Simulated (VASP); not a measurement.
```
CELL_PARAMETERS angstrom
      5.19438     0.00000     0.00000
     -2.59719     4.49847     0.00000
      0.00000     0.00000     2.91742
ATOMIC_POSITIONS crystal
  Ta 0.00000 0.00000 0.00000
  Ta 0.33333 0.66667 0.50000
  Ta 0.66667 0.33333 0.50000
  N  0.50000 0.00000 0.00000
  N  0.50000 0.50000 0.00000
  N  0.00000 0.50000 0.00000
```

All values below come from PBEsol GGA, VASP's PBE PAW potentials (set 64) (plane waves; VASP). Run with 520 eV cut-off, Gaussian smearing of 0.050 eV, potentials Ta_pv N.

**Question.** Give the energies of bands 15 to 27 at the high-symmetry points, in eV from the Fermi level.

**Answer.** 
| band | Γ | M | K | A | L | H |
|---|---|---|---|---|---|---|
| 15 | -7.20 | -6.39 | -7.36 | -8.09 | -7.41 | -7.00 |
| 16 | -6.20 | -6.33 | -6.26 | -6.48 | -7.37 | -7.00 |
| 17 | -6.20 | -6.28 | -6.21 | -6.48 | -6.60 | -6.67 |
| 18 | -5.60 | -5.89 | -6.21 | -5.67 | -6.33 | -6.60 |
| 19 | -3.19 | -5.53 | -5.14 | -3.76 | -4.77 | -6.32 |
| 20 | -3.00 | -4.64 | -5.14 | -3.76 | -4.49 | -3.69 |
| 21 | -3.00 | -3.43 | -3.10 | -3.10 | -3.39 | -3.69 |
| 22 | -2.49 | -2.89 | -2.95 | -3.10 | -3.14 | -2.47 |
| 23 | -2.08 | -1.73 | -1.16 | -1.92 | -2.19 | -2.47 |
| 24 | -1.29 | -0.72 | -1.16 | 0.82 | -1.23 | -1.86 |
| 25 | -1.29 | 1.30 | 1.93 | 0.82 | 1.02 | 2.52 |
| 26 | 0.75 | 1.77 | 1.97 | 1.42 | 1.31 | 2.52 |
| 27 | 0.75 | 1.80 | 1.98 | 1.69 | 3.02 | 2.64 |

It has no gap at this level: it comes out as a metal or semimetal.

The structure comes from a measured TaN entry (P6/mmm) of the Crystallography Open Database, whose conditions weren't checked. It was relaxed first.
